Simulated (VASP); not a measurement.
A cell of NiAl (CsCl type) near equilibrium:

```
AlNi
1.0
    2.89269     0.00000     0.00000
    0.00000     2.89269     0.00000
    0.00000     0.00000     2.89269
Al Ni
1 1
Direct
  0.50000   0.50000   0.50000
  0.00000   0.00000   0.00000
```

These are PBE GGA, VASP's PBE PAW potentials (set 64) (plane waves; VASP) values and carry that method's errors.

```json
[
 {"run": "as it is", "ΔE (meV/atom)": "0.0", "σxx": "0.08", "σyy": "0.08", "σzz": "0.08", "largest shear component, with its sign (GPa)": "0.00", "largest force (eV/Å)": "0.000"},
 {"run": "after one change", "ΔE (meV/atom)": "11.2", "σxx": "-6.36", "σyy": "-6.36", "σzz": "-6.36", "largest shear component, with its sign (GPa)": "0.00", "largest force (eV/Å)": "0.000"}
]
```
Stress is in GPa, positive when the cell is compressed.

Problem. Which change was made?
A) isotropic strain of +1.5 %
B) atom 2 (Ni) moved by 0.100 Å along z
C) isotropic strain of +3.0 %
D) uniaxial strain of +3.0 % along z

Solution. A, isotropic strain of +1.5 %

The compound is NiAl in the CsCl type structure. The run is not spin-polarised, so no magnetic state was tried. The electron count is odd and the run is not spin-polarised, which forces a metal.
